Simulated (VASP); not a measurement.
Given:

```
SrO
1.0
    0.00000     2.63287     2.63287
    2.63287     0.00000     2.63287
    2.63287     2.63287     0.00000
Sr O
1 1
Direct
  0.00000   0.00000   0.00000
  0.50000   0.50000   0.50000
```

Method: RPBE GGA, VASP's PBE PAW potentials (set 64) (plane waves; VASP). Run with 520 eV cut-off, 10×10×10 Γ-centred mesh, tetrahedra with Blöchl corrections, potentials Sr_sv O.

What does the run give for the energy per atom (σ→0), band gap (on the k-mesh) with the smallest direct gap where there is one?

| Item | Result |
|---|---|
| band gap (on the k-mesh) | 3.41 eV |
| smallest direct gap (on the k-mesh) | 3.54 eV |
| energy per atom (σ→0) | -5.694 eV/atom |

The compound is SrO in the rock salt structure. It was relaxed first, which changed the volume by +6 %.
